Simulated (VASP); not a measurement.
Data:

```
EuS
1.0
    0.00000     2.92502     2.92502
    2.92502     0.00000     2.92502
    2.92502     2.92502     0.00000
Eu S
1 1
Direct
  0.00000   0.00000   0.00000
  0.50000   0.50000   0.50000
```

Method: optB88-vdW, VASP's PBE PAW potentials (set 64) (plane waves; VASP). Settings: 520 eV cut-off, 8×8×8 Γ-centred mesh, Gaussian smearing of 0.050 eV, potentials Eu_2 S.

The 4f electrons are frozen in the core of the lanthanide potential, so 4f levels, which can set the real gap, and their magnetism are missing.

Task: What does the run give for the energy per atom (σ→0), band gap (on the k-mesh) with the smallest direct gap where there is one?

Result: 
```yaml
band gap (on the k-mesh): 1.98 eV
smallest direct gap (on the k-mesh): 2.40 eV
energy per atom (σ→0): -3.437 eV/atom
```

The absolute energy has meaning only against runs of the same code, potentials and settings.

The compound is EuS in the rock salt structure. It was relaxed first, which changed the volume by -6 %.
